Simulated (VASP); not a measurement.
OSZICAR of a VASP run on Ga31As31Si:

OSZICAR:
```
       N       E                     dE             d eps       ncg     rms          rms(c)
DAV:   1     0.150606089736E+04    0.15061E+04   -0.90521E+04   640   0.110E+03
DAV:   2    -0.566830130244E+02   -0.15627E+04   -0.14967E+04   808   0.200E+02
DAV:   3    -0.251325651532E+03   -0.19464E+03   -0.18882E+03   776   0.710E+01
DAV:   4    -0.258314108040E+03   -0.69885E+01   -0.69346E+01   736   0.141E+01
DAV:   5    -0.258467519734E+03   -0.15341E+00   -0.15274E+00   792   0.211E+00    0.203E+01
RMM:   6    -0.254019085431E+03    0.44484E+01   -0.65788E+00   640   0.361E+00    0.119E+01
RMM:   7    -0.253294411012E+03    0.72467E+00   -0.94374E+00   640   0.420E+00    0.278E+00
RMM:   8    -0.253231879737E+03    0.62531E-01   -0.72069E-01   640   0.180E+00    0.136E+00
RMM:   9    -0.253225518714E+03    0.63610E-02   -0.24090E-01   641   0.853E-01    0.529E-01
RMM:  10    -0.253229653260E+03   -0.41345E-02   -0.30674E-02   655   0.327E-01    0.296E-01
RMM:  11    -0.253230372557E+03   -0.71930E-03   -0.62669E-03   658   0.149E-01    0.168E-01
RMM:  12    -0.253232191468E+03   -0.18189E-02   -0.25252E-03   649   0.962E-02    0.666E-02
RMM:  13    -0.253232480212E+03   -0.28874E-03   -0.77647E-04   651   0.516E-02    0.234E-02
RMM:  14    -0.253232528371E+03   -0.48158E-04   -0.21991E-04   666   0.229E-02    0.147E-02
RMM:  15    -0.253232541266E+03   -0.12896E-04   -0.36298E-05   485   0.116E-02    0.610E-03
RMM:  16    -0.253232545270E+03   -0.40037E-05   -0.13783E-05   391   0.682E-03
   1 F= -.25323255E+03 E0= -.25322848E+03  d E =-.253233E+03  mag=     2.0000
       N       E                     dE             d eps       ncg     rms          rms(c)
DAV:   1    -0.253354591790E+03   -0.12205E+00   -0.23430E+00   704   0.270E+00    0.594E-01
RMM:   2    -0.253368112047E+03   -0.13520E-01   -0.16158E-01   640   0.707E-01    0.200E-01
RMM:   3    -0.253370144490E+03   -0.20324E-02   -0.23753E-02   660   0.280E-01    0.109E-01
RMM:   4    -0.253370282995E+03   -0.13850E-03   -0.39196E-03   662   0.113E-01    0.635E-02
RMM:   5    -0.253370347389E+03   -0.64394E-04   -0.85554E-04   670   0.535E-02    0.290E-02
RMM:   6    -0.253370367999E+03   -0.20610E-04   -0.19671E-04   649   0.240E-02    0.154E-02
RMM:   7    -0.253370370875E+03   -0.28758E-05   -0.37266E-05   464   0.114E-02
   2 F= -.25337037E+03 E0= -.25336808E+03  d E =-.137826E+00  mag=     2.0000
       N       E                     dE             d eps       ncg     rms          rms(c)
DAV:   1    -0.253395693757E+03   -0.25326E-01   -0.11734E+00   688   0.191E+00    0.421E-01
RMM:   2    -0.253402456404E+03   -0.67626E-02   -0.81024E-02   640   0.503E-01    0.142E-01
RMM:   3    -0.253403451697E+03   -0.99529E-03   -0.11710E-02   653   0.199E-01    0.763E-02
RMM:   4    -0.253403530034E+03   -0.78337E-04   -0.19741E-03   663   0.811E-02    0.447E-02
RMM:   5    -0.253403561471E+03   -0.31438E-04   -0.41891E-04   665   0.382E-02    0.209E-02
RMM:   6    -0.253403571321E+03   -0.98494E-05   -0.91921E-05   576   0.172E-02
   3 F= -.25340357E+03 E0= -.25340197E+03  d E =-.171026E+00  mag=     2.0000
       N       E                     dE             d eps       ncg     rms          rms(c)
DAV:   1    -0.253434663964E+03   -0.31102E-01   -0.77337E-01   672   0.156E+00    0.277E-01
RMM:   2    -0.253438521794E+03   -0.38578E-02   -0.44768E-02   640   0.378E-01    0.102E-01
RMM:   3    -0.253439191696E+03   -0.66990E-03   -0.69927E-03   658   0.155E-01    0.670E-02
RMM:   4    -0.253439229044E+03   -0.37349E-04   -0.10104E-03   655   0.607E-02    0.420E-02
RMM:   5    -0.253439233344E+03   -0.42992E-05   -0.24048E-04   644   0.303E-02    0.177E-02
RMM:   6    -0.253439241137E+03   -0.77935E-05   -0.66735E-05   539   0.148E-02
   4 F= -.25343924E+03 E0= -.25343802E+03  d E =-.356698E-01  mag=     2.0000
       N       E                     dE             d eps       ncg     rms          rms(c)
DAV:   1    -0.253448230046E+03   -0.89967E-02   -0.31659E+00   648   0.315E+00    0.569E-01
RMM:   2    -0.253464194944E+03   -0.15965E-01   -0.18469E-01   640   0.768E-01    0.208E-01
RMM:   3    -0.253466976115E+03   -0.27812E-02   -0.28933E-02   660   0.315E-01    0.137E-01
RMM:   4    -0.253467139673E+03   -0.16356E-03   -0.41070E-03   652   0.123E-01    0.856E-02
RMM:   5    -0.253467161528E+03   -0.21855E-04   -0.98918E-04   645   0.616E-02    0.369E-02
RMM:   6    -0.253467196530E+03   -0.35002E-04   -0.28128E-04   677   0.302E-02    0.166E-02
RMM:   7    -0.253467199870E+03   -0.33400E-05   -0.55415E-05   503   0.132E-02
   5 F= -.25346720E+03 E0= -.25346646E+03  d E =-.636285E-01  mag=     2.0000
       N       E                     dE             d eps       ncg     rms          rms(c)
DAV:   1    -0.253487930999E+03   -0.20734E-01   -0.12947E+00   704   0.185E+00    0.294E-01
RMM:   2    -0.253493955149E+03   -0.60241E-02   -0.67388E-02   640   0.408E-01    0.115E-01
RMM:   3    -0.253495176089E+03   -0.12209E-02   -0.11218E-02   679   0.170E-01    0.846E-02
RMM:   4    -0.253495211744E+03   -0.35655E-04   -0.14023E-03   650   0.644E-02    0.561E-02
RMM:   5    -0.253495201086E+03    0.10659E-04   -0.36983E-04   641   0.337E-02    0.231E-02
RMM:   6    -0.253495210836E+03   -0.97504E-05   -0.88798E-05   579   0.170E-02
   6 F= -.25349521E+03 E0= -.25349455E+03  d E =-.280110E-01  mag=     2.0000
       N       E                     dE             d eps       ncg     rms          rms(c)
DAV:   1    -0.253487058996E+03    0.81421E-02   -0.51899E+00   640   0.370E+00    0.624E-01
RMM:   2    -0.253511660797E+03   -0.24602E-01   -0.27837E-01   640   0.824E-01    0.230E-01
RMM:   3    -0.253516745391E+03   -0.50846E-02   -0.46351E-02   679   0.345E-01    0.179E-01
RMM:   4    -0.253516889574E+03   -0.14418E-03   -0.56068E-03   648   0.129E-01    0.120E-01
RMM:   5    -0.253516859543E+03    0.30031E-04   -0.15111E-03   642   0.674E-02    0.506E-02
RMM:   6    -0.253516903423E+03   -0.43879E-04   -0.36739E-04   653   0.342E-02    0.213E-02
RMM:   7    -0.253516907267E+03   -0.38441E-05   -0.73134E-05   512   0.149E-02
   7 F= -.25351691E+03 E0= -.25351635E+03  d E =-.497074E-01  mag=     2.0000
       N       E                     dE             d eps       ncg     rms          rms(c)
DAV:   1    -0.253522805550E+03   -0.59021E-02   -0.17423E+00   656   0.222E+00    0.378E-01
RMM:   2    -0.253531716993E+03   -0.89114E-02   -0.10176E-01   640   0.519E-01    0.126E-01
RMM:   3    -0.253533528498E+03   -0.18115E-02   -0.17034E-02   677   0.215E-01    0.997E-02
RMM:   4    -0.253533522870E+03    0.56277E-05   -0.18796E-03   646   0.816E-02    0.606E-02
RMM:   5    -0.253533510537E+03    0.12333E-04   -0.54423E-04   643   0.425E-02    0.267E-02
RMM:   6    -0.253533524217E+03   -0.13679E-04   -0.12778E-04   623   0.203E-02    0.125E-02
RMM:   7    -0.253533524980E+03   -0.76345E-06   -0.25974E-05   429   0.908E-03
   8 F= -.25353352E+03 E0= -.25353300E+03  d E =-.166177E-01  mag=     2.0000
       N       E                     dE             d eps       ncg     rms          rms(c)
DAV:   1    -0.253532850119E+03    0.67410E-03   -0.30714E-01   704   0.934E-01    0.158E-01
RMM:   2    -0.253534423249E+03   -0.15731E-02   -0.18003E-02   640   0.219E-01    0.529E-02
RMM:   3    -0.253534743737E+03   -0.32049E-03   -0.30335E-03   678   0.909E-02    0.411E-02
RMM:   4    -0.253534740470E+03    0.32665E-05   -0.33617E-04   645   0.345E-02    0.243E-02
RMM:   5    -0.253534737545E+03    0.29252E-05   -0.97683E-05   598   0.180E-02
   9 F= -.25353474E+03 E0= -.25353422E+03  d E =-.178303E-01  mag=     2.0000
       N       E                     dE             d eps       ncg     rms          rms(c)
DAV:   1    -0.253534741811E+03   -0.13413E-05   -0.97779E-03   736   0.166E-01    0.281E-02
RMM:   2    -0.253534788062E+03   -0.46250E-04   -0.52497E-04   640   0.373E-02    0.852E-03
RMM:   3    -0.253534795798E+03   -0.77365E-05   -0.75627E-05   484   0.148E-02    0.588E-03
RMM:   4    -0.253534796180E+03   -0.38178E-06   -0.98131E-06   374   0.556E-03
  10 F= -.25353480E+03 E0= -.25353428E+03  d E =-.178889E-01  mag=     2.0000
       N       E                     dE             d eps       ncg     rms          rms(c)
DAV:   1    -0.253537535925E+03   -0.27401E-02   -0.19336E-01   672   0.825E-01    0.166E-01
RMM:   2    -0.253538623881E+03   -0.10880E-02   -0.13687E-02   640   0.214E-01    0.559E-02
RMM:   3    -0.253538816552E+03   -0.19267E-03   -0.21375E-03   672   0.866E-02    0.339E-02
RMM:   4    -0.253538817562E+03   -0.10109E-05   -0.27683E-04   644   0.332E-02    0.151E-02
RMM:   5    -0.253538822870E+03   -0.53080E-05   -0.71439E-05   574   0.161E-02
  11 F= -.25353882E+03 E0= -.25353834E+03  d E =-.402669E-02  mag=     2.0000
       N       E                     dE             d eps       ncg     rms          rms(c)
DAV:   1    -0.253538875685E+03   -0.58123E-04   -0.46731E-03   736   0.129E-01    0.270E-02
RMM:   2    -0.253538905750E+03   -0.30064E-04   -0.36087E-04   640   0.348E-02    0.996E-03
RMM:   3    -0.253538911955E+03   -0.62055E-05   -0.60667E-05   510   0.145E-02    0.636E-03
RMM:   4    -0.253538912163E+03   -0.20834E-06   -0.78598E-06   378   0.556E-03
  12 F= -.25353891E+03 E0= -.25353843E+03  d E =-.411598E-02  mag=     2.0000
       N       E                     dE             d eps       ncg     rms          rms(c)
DAV:   1    -0.253539737993E+03   -0.82604E-03   -0.56537E-02   672   0.447E-01    0.856E-02
RMM:   2    -0.253540029578E+03   -0.29159E-03   -0.35766E-03   640   0.110E-01    0.286E-02
RMM:   3    -0.253540085737E+03   -0.56158E-04   -0.57739E-04   673   0.451E-02    0.183E-02
RMM:   4    -0.253540086529E+03   -0.79201E-06   -0.73587E-05   583   0.173E-02
  13 F= -.25354009E+03 E0= -.25353961E+03  d E =-.117437E-02  mag=     2.0000
```

Problem. Which electronic solver shows in the log?

Solution. It is blocked Davidson (ALGO = Normal, or the opening steps of other solvers) and then RMM-DIIS (ALGO = Fast or VeryFast). The INCAR had ALGO = Fast.

Problem. How was spin treated?

Solution. Collinear spin (ISPIN = 2): the summary line carries one mag value, 2.00 μB in the cell.

Problem. Can the final energy be trusted as converged?

Solution. The calculation finished and met its thresholds. It stopped with EDIFF = 1E-5, NELM = 100, NSW = 70 and EDIFFG = -0.03 after 13 ionic steps (PBE GGA, plane waves, VASP's PBE PAW potentials (set 64)). The supercell is sampled at Γ alone, which is coarse: total energies, pressure and levels can be off, energies of defects by several tenths of an eV.

The cell is a supercell with a defect, built from GaAs (zinc blende): Si_As-vac_Ga. The total moment is imposed (NUPDOWN), so this need not be the lowest spin state.
